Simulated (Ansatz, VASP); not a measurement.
# KCaF3 in two plane-wave programs, part 2 of 2

Wanted: the spread between two codes on one cell, functional and k mesh.  The cell is taken from a series of runs on this material, whose earlier steps may have relaxed or scaled it; both programs get it as it stands.

VASP 6.6.1 and Ansatz 0.2.0.

So far. Step 2 (VASP: single point, LDA): The run ends at a pressure of -4.71 GPa. Step 3 (Ansatz: single point, LDA): The run ends at a pressure of -4.93 GPa.

### 6. VASP: single point, r2SCAN

Level of this step: r2SCAN; plane waves and PAW (Ca_sv, K_sv, F_h) (VASP).

A single point gives forces, pressure and levels at one fixed geometry, so differences don't come from the geometry; what else differs is listed under the comparison. The cell compared in this pair holds 86.42 Å³, against 89.12 Å³ for the pair before.

The input, INCAR:

```
SYSTEM = KCaF3
PREC = Accurate
ENCUT = 1240
EDIFF = 1E-06
NELM = 100
ISMEAR = 0
SIGMA = 0.05
LREAL = .FALSE.
ALGO = Normal
METAGGA = R2SCAN
LASPH = .TRUE.
NBANDS = 26
LORBIT = 11
LWAVE = .FALSE.
LCHARG = .FALSE.
KPAR = 2
ISIF = 2
```

The input, POSCAR:

```
KCaF3
1.0
    4.4211547100      0.0000000000      0.0000000000
    0.0000000000      4.4211547100      0.0000000000
    0.0000000000      0.0000000000      4.4211547100
Ca K F
1 1 3
Direct
    0.0000000000      0.0000000000      0.0000000000
    0.5000000000      0.5000000000      0.5000000000
    0.0000000000      0.5000000000      0.0000000000
    0.0000000000      0.0000000000      0.5000000000
    0.5000000000      0.0000000000      0.0000000000
```

The input, KPOINTS:

```
Automatic mesh
0
Gamma
3 3 3
0 0 0
```

PAW data sets: Ca_sv, K_sv and F_h (PBE family, release 64).

The run is started by

```
$ mpirun -np 2 vasp_std
```

Numbers of over 12 decimals in the logs are rounded to 6 here.

Log:

```text
[banner, memory and clock lines left out]
running    2 mpi-ranks, on    1 nodes
[...]
[... a notice as in an earlier step ...]

 LDA part: xc-table for (None), standard interpolation
 POSCAR, INCAR and KPOINTS ok, starting setup
[...]
entering main loop
       N       E                     dE             d eps       ncg     rms          rms(c)
DAV:   1     0.624998030978E+03    0.62500E+03   -0.33860E+04   208   0.298E+03
DAV:   2     0.519474741950E+02   -0.57305E+03   -0.55377E+03   242   0.585E+02
DAV:   3    -0.530538755669E+02   -0.10500E+03   -0.10434E+03   286   0.199E+02
DAV:   4    -0.589361584740E+02   -0.58823E+01   -0.58688E+01   336   0.426E+01
[...]
DAV:  12    -0.407821218161E+02    0.12809E-04   -0.33037E-04   248   0.133E-01    0.814E-03
DAV:  13    -0.407821242205E+02   -0.24044E-05   -0.14322E-05   332   0.267E-02    0.564E-03
DAV:  14    -0.407821232559E+02    0.96466E-06   -0.35323E-06   216   0.123E-02
   1 F= -.40782123E+02 E0= -.40782123E+02  d E =-.996722E-14
```

Parts of OUTCAR (step 6):

```text
  Total        0.0207396      0.0207396      0.0207396      0.0000000     -0.0000000      0.0000000
  in kB        0.3845063      0.3845063      0.3845063      0.0000000     -0.0000000      0.0000000
  external PRESSURE =       0.3845063 kB  Pullay stress =       0.0000000 kB

 POSITION                                       TOTAL-FORCE (eV/Angst)
 -----------------------------------------------------------------------------------
      0.00000      0.00000      0.00000         0.000000      0.000000      0.000000
      2.21058      2.21058      2.21058         0.000000      0.000000      0.000000
      0.00000      2.21058      0.00000         0.000000      0.000000      0.000000
      0.00000      0.00000      2.21058         0.000000      0.000000      0.000000
      2.21058      0.00000      0.00000         0.000000      0.000000      0.000000
 -----------------------------------------------------------------------------------
    total drift:                                0.000000     -0.000000      0.000000

  FREE ENERGIE OF THE ION-ELECTRON SYSTEM (eV)
  ---------------------------------------------------
  free  energy   TOTEN  =       -40.7821232559 eV

  energy  without entropy=      -40.7821232559  energy(sigma->0) =      -40.78212326

[... 1 part as in an earlier step ...]

[... 2 further parts left out ...]
[key lines of the parts left out:]
E-fermi :  -2.5773
```

The run ends at a pressure of 0.04 GPa.

### 7. Ansatz: single point, r2SCAN

The same cell, functional, mesh and smearing now go to Ansatz, which takes its cutoff from its data sets.

The cell is taken from a series of runs on this material, whose earlier steps may have relaxed or scaled it; both programs get it as it stands.

The input, input.yaml:

```yaml
crystal:
  lattice:
    - [4.42115471, 0.0, 0.0]
    - [0.0, 4.42115471, 0.0]
    - [0.0, 0.0, 4.42115471]
  atoms:
    - { symbol: Ca, position: [0.0, 0.0, 0.0] }
    - { symbol: K, position: [0.5, 0.5, 0.5] }
    - { symbol: F, position: [0.0, 0.5, 0.0] }
    - { symbol: F, position: [0.0, 0.0, 0.5] }
    - { symbol: F, position: [0.5, 0.0, 0.0] }
hamiltonian:
  xc: r2scan
  pseudopotentials: { kind: paw }
kpoints:
  mp_grid: { grid: [3, 3, 3] }
scf:
  occupations: { method: gaussian, width: 0.05 }
  n_extra_bands: 5
output:
  forces: true
  stress: true
  eigenvalues: true
```

The run is started by

```
$ ansatz run input.yaml --threads 2 --pin off --max-ram 4608MiB --backend cpu --events-out ev --progress --plain --runs-dir out
```

Log:

```text
[...]
Crystal: 5 atoms, lattice volume = 86.419 Å³
Basis set: ecut = 500 eV, 2109 PW (Γ), exchange–correlation on 144×144×144 points (64 copies of the dense FFT grid, shifted against one another)
Bands: 25, of which v1, the nominal top of the filled ones, is band 20 counted from 1 (19 counted from 0)
Symmetry: 48 space group operations
[...]
k-points: 4 of 27
[...]
--- Band table (eV) ---
  k-point 0: bands = [... 16 lower, 0.4714, 0.7345, 0.7345, 0.7345, 7.9994, 10.7268, 10.7268, 10.7268, ... 1 higher]
  k-point 1: bands = [... 16 lower, 0.3190, 0.3763, 0.6778, 0.6778, 9.2736, 11.0072, 11.1409, 11.3348, ... 1 higher]
  k-point 2: bands = [... 16 lower, 0.2859, 0.3309, 0.5570, 0.7447, 10.2629, 11.2027, 11.4454, 11.4591, ... 1 higher]
  k-point 3: bands = [... 16 lower, -0.2047, 0.7143, 0.7143, 0.7726, 10.9839, 11.4442, 11.5997, 11.5997, ... 1 higher]
[key lines of the parts left out:]
SCF converged after 7 iterations
Free energy (F): -5803.157694 eV
Fermi energy:    4.386374 eV
P = ⅓ Tr σ = -0.1728 GPa (-1.728 kbar)
```

The run ends at a pressure of -0.17 GPa.

### 8. Differences

What differs besides the data sets and the points named for the pairs above, as far as they apply: VASP keeps PBE cores, Ansatz makes them for the functional; the cutoff is 500 eV in Ansatz and 1240 eV in VASP. Total energies have different zeros and are not compared.

Compared:

```csv
quantity,Ansatz,VASP,difference
pressure (GPa),-0.17,0.04,-0.21
gap on the k mesh (eV),7.227,7.226,+0.001
```

Ansatz's pressure holds a Pulay correction of 0.09 GPa; VASP's holds none.

### 9. What came out

* difference in gap on the k mesh (single point, LDA): 0.011 eV
* difference in gap on the k mesh (single point, r2SCAN): 7.2e-4 eV

In words: The difference in gap on the k mesh is 0.011 eV (single point, LDA), within the 0.08 eV picked in this series as the mark of a large difference. For single point, LDA: no further run halves the difference in gap on the k mesh. Differences of this kind measure data sets and numerical settings, not the functional's error against experiment.

[Lines on the potential files, build, host, timing and source positions are cut from VASP's logs without a mark.]

[Logs are printed without paths, hosts, clocks, repeated set-up lines and the standing remarks that a program may print on its own settings, such as how far it seeks lower states.]

[Hosts, paths, dates, database ids (printed as entryN), source tags and the programs' standing remarks are cut or masked in the printed files.]
